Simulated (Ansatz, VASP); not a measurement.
# Cross-check of TeAs2S2 between VASP and Ansatz, part 2 of 2

Wanted: the spread between two codes on one cell, functional and k mesh. The cell is generated by rule, not measured, and may not be a known phase. The cell is taken from a series of runs on this material, whose earlier steps may have relaxed, scaled, displaced or heated it; both programs get it as it stands.

VASP 6.6.1 and Ansatz 0.2.0.

So far. Step 3 (VASP: single point, PBE): The run ends at a pressure of 2.91 GPa, with forces up to 0.0086 eV/Å.

The structure was built from a prototype and need not be the compound's stable phase.

**5. Ansatz: single point, PBE, spin-orbit coupling**

Level of this step: Ansatz beside VASP: Kohn-Sham DFT, plane waves, PBE, spin-orbit coupling (Ansatz).

A single point gives forces, pressure and levels at one fixed geometry, so differences don't come from the geometry; what else differs is listed under the comparison.

The cell is taken from a series of runs on this material, whose earlier steps may have relaxed, scaled, displaced or heated it; both programs get it as it stands.

The input, input.yaml:

```yaml
crystal:
  lattice:
    - [1.8797108042, 1.0852515388, 9.0251901195]
    - [-1.8797108042, 1.0852515388, 9.0251901195]
    - [0.0, -2.1705030777, 9.0251901195]
  atoms:
    - { symbol: As, position: [0.4058369195, 0.4058369195, 0.4058369195] }
    - { symbol: As, position: [0.5941630805, 0.5941630805, 0.5941630805] }
    - { symbol: S, position: [0.2131932066, 0.2131932066, 0.2131932066] }
    - { symbol: S, position: [0.7868067934, 0.7868067934, 0.7868067934] }
    - { symbol: Te, position: [0.0, 0.0, 0.0] }
kpoints:
  mp_grid: { grid: [8, 8, 8] }
  band_path:
    path:
      - [0.0, 0.0, 0.0]
      - [0.5, 0.5, 0.5]
      - [0.8242003, 0.1757997, 0.5]
      - [0.5, -0.1757997, 0.1757997]
      - [0.5, 0.0, 0.0]
      - [0.33789985, -0.33789985, 0.0]
      - [0.66210015, 0.0, 0.33789985]
      - [0.5, 0.0, 0.5]
      - [0.53242003, 0.46757997, 0.5]
      - [0.375, -0.5, -0.5]
    npoints: 1
hamiltonian:
  xc: pbe
scf:
  occupations: { method: fermi_dirac, width: 0.02 }
  n_extra_bands: 10
magnetization:
  noncollinear: true
  spin_orbit: true
output:
  eigenvalues: true
  forces: true
  stress: true
  write_density: true
  write_potential: true
  elf: true
  volumetric_format: npy
```

Launch:

```console
> ansatz run input.yaml --threads 3 --pin off --max-ram 64512MiB --backend cuda --devices 1 --max-vram 24GiB --events-out ev --progress --plain --runs-dir out
```

Numbers of over 12 decimals in the logs are rounded to 6 here.

The log of the run:

```text
[...]
GPUs: using 1 of 1 available (devices: 1).
[...]
non-collinear run that drives no moment, with spin-orbit: no starting moment large enough to seed its density (crystal.atoms[].spin), no starting occupations that ask for one, no magnetisation constraint and no magnetic field, so the semilocal B_xc is pinned to zero
[...]
k-point 0: bands = [... 54 lower, 8.9408, 8.9408, 9.0044, 9.0044, 9.7413, 9.7413, 9.9831, 9.9831, ... 6 higher]
  k-point 1: bands = [... 54 lower, 8.5164, 8.5164, 8.7310, 8.7310, 10.0574, 10.0574, 10.4523, 10.4523, ... 6 higher]
  k-point 2: bands = [... 54 lower, 8.4510, 8.4510, 8.7380, 8.7380, 10.1908, 10.1908, 10.7606, 10.7606, ... 6 higher]
  k-point 64: bands = [... 54 lower, 8.8853, 8.8853, 8.9107, 8.9107, 9.8815, 9.8815, 10.1844, 10.1844, ... 6 higher]
[key lines of the parts left out:]
SCF converged after 9 iterations
Magnetization: |M| = 0.0000 μB,  M = (+0.0000, +0.0000, +0.0000) μB
Free energy (F): -18499.050088 eV
Fermi energy:    9.327118 eV
P = ⅓ Tr σ = 2.9797 GPa (29.797 kbar)
```

**6. VASP: single point, PBE, spin-orbit coupling**

The same cell, functional, mesh and smearing now go to VASP, with its own data sets.

The input, INCAR:

```
SYSTEM = TeAs2S2
PREC = Accurate
ENCUT = 500
EDIFF = 1E-06
NELM = 200
ISMEAR = -1
SIGMA = 0.02
LREAL = .FALSE.
ALGO = Normal
GGA = PE
LNONCOLLINEAR = .TRUE.
MAGMOM = 0 0 0 0 0 0 0 0 0 0 0 0 0 0 0
NBANDS = 40
GGA_COMPAT = .FALSE.
LASPH = .TRUE.
LSORBIT = .TRUE.
LORBIT = 11
LWAVE = .FALSE.
LCHARG = .FALSE.
ISIF = 2
EFERMI = MIDGAP
KPAR = 2
```

The input, POSCAR:

```
TeAs2S2
1.0
    1.8797108042      1.0852515388      9.0251901195
   -1.8797108042      1.0852515388      9.0251901195
    0.0000000000     -2.1705030777      9.0251901195
As S Te
2 2 1
Direct
    0.4058369195      0.4058369195      0.4058369195
    0.5941630805      0.5941630805      0.5941630805
    0.2131932066      0.2131932066      0.2131932066
    0.7868067934      0.7868067934      0.7868067934
    0.0000000000      0.0000000000      0.0000000000
```

The input, KPOINTS:

```
Automatic mesh
0
Gamma
8 8 8
0 0 0
```

The projector-augmented-wave data sets are As, S and Te (PBE family, release 64).

Launch:

```console
> mpirun -np 2 vasp_ncl
```

The log of the run:

```text
[... set-up lines as in an earlier step ...]
 entering main loop
       N       E                     dE             d eps       ncg     rms          rms(c)
DAV:   1     0.128957133514E+03    0.12896E+03   -0.11076E+04  5200   0.115E+03
DAV:   2    -0.910973732172E+01   -0.13807E+03   -0.13240E+03  6672   0.192E+02
DAV:   3    -0.207063582195E+02   -0.11597E+02   -0.11321E+02  6440   0.562E+01
DAV:   4    -0.209783659140E+02   -0.27201E+00   -0.27013E+00  6360   0.948E+00
[...]
DAV:  13    -0.205721995770E+02   -0.65909E-05   -0.17906E-05  6160   0.233E-02    0.128E-02
DAV:  14    -0.205722008219E+02   -0.12449E-05   -0.43543E-06  6136   0.123E-02    0.126E-02
DAV:  15    -0.205722014491E+02   -0.62718E-06   -0.20107E-06  5120   0.766E-03
   1 F= -.20572201E+02 E0= -.20572201E+02  d E =-.243838E-07  mag=    -0.0000     0.0000    -0.0000
```

OUTCAR, selected parts (step 6):

```text
  Total        2.0208362      2.0208362      2.0902895      0.0000000     -0.0000000      0.0000000
  in kB       29.3097860     29.3097860     30.3171212      0.0000000     -0.0000000      0.0000000
  external PRESSURE =      29.6455644 kB  Pullay stress =       0.0000000 kB

 POSITION                                       TOTAL-FORCE (eV/Angst)
 -----------------------------------------------------------------------------------
      0.00000     -0.00000     10.98827         0.000000     -0.000000      0.017975
      0.00000     -0.00000     16.08730         0.000000      0.000000     -0.017975
      0.00000     -0.00000      5.77233         0.000000      0.000000     -0.008917
      0.00000     -0.00000     21.30324         0.000000     -0.000000      0.008917
      0.00000      0.00000      0.00000         0.000000      0.000000     -0.000000
 -----------------------------------------------------------------------------------
    total drift:                                0.000000      0.000000      0.000000

  FREE ENERGIE OF THE ION-ELECTRON SYSTEM (eV)
  ---------------------------------------------------
  free  energy   TOTEN  =       -20.5722014491 eV

  energy  without entropy=      -20.5722014247  energy(sigma->0) =      -20.57220144

 magnetization (x)
# of ion       s       p       d       tot
------------------------------------------
    1        0.000  -0.000   0.000  -0.000
    2        0.000  -0.000   0.000  -0.000
    3        0.000   0.000   0.000   0.000
    4        0.000   0.000   0.000   0.000
    5        0.000   0.000   0.000   0.000
--------------------------------------------------
tot          0.000   0.000   0.000   0.000

 magnetization (y)
# of ion       s       p       d       tot
------------------------------------------
    1       -0.000   0.000   0.000  -0.000
    2       -0.000   0.000   0.000  -0.000
    3        0.000   0.000   0.000   0.000
    4        0.000   0.000   0.000   0.000
    5        0.000   0.000  -0.000  -0.000
--------------------------------------------------
tot         -0.000   0.000  -0.000  -0.000

 magnetization (z)
# of ion       s       p       d       tot
------------------------------------------
    1        0.000   0.000   0.000   0.000
    2        0.000   0.000   0.000   0.000
    3        0.000   0.000   0.000   0.000
    4        0.000   0.000   0.000   0.000
    5        0.000   0.000   0.000   0.000
--------------------------------------------------
tot          0.000   0.000   0.000   0.000

[... 1 part as in an earlier step ...]

[... 2 further parts left out ...]
[key lines of the parts left out:]
E-fermi :   5.9543
```

The run ends at a pressure of 2.96 GPa, with forces up to 0.018 eV/Å.

**7. Comparison**

What differs besides the data sets and the points named for the pairs above, as far as they apply: spin-orbit coupling enters by fully relativistic files in Ansatz and inside the spheres in VASP; the data sets hold 58 valence electrons in Ansatz (on its fully relativistic PAW (standard-fr) files) and 28 in VASP. Total energies have different zeros and are not compared.

Compared:

```tsv
quantity	Ansatz	VASP	difference
pressure (GPa)	2.98	2.96	+0.02
gap on the k mesh (eV)	0.539	0.545	-0.005
```

At this near-relaxed geometry the largest component of a force difference is 6 meV/Å. A gap on the mesh is an upper bound, since the band edges may lie between its points.

**8. Outcome**

```
difference in gap on the k mesh (single point, PBE)                      : -0.0050 eV
difference in gap on the k mesh (single point, PBE, spin-orbit coupling) : -0.0054 eV
```

The difference in gap on the k mesh is -0.0054 eV (single point, PBE, spin-orbit coupling), within the 0.08 eV picked in this series as the mark of a large difference. The data sets hold unlike numbers of valence electrons (58 in Ansatz and 28 in VASP), so part of the differences comes from the potentials. Such differences can come from data sets, numerical settings and the points named under the comparisons, not from the functional's error against experiment.

[Lines on the potential files, build, host, timing and source positions are cut from VASP's logs without a mark.]

[Logs are printed without paths, hosts, clocks, repeated set-up lines and the standing remarks that a program may print on its own settings, such as how far it seeks lower states.]

[Hosts, paths, dates, database ids (printed as entryN), source tags and the programs' standing remarks are cut or masked in the printed files.]
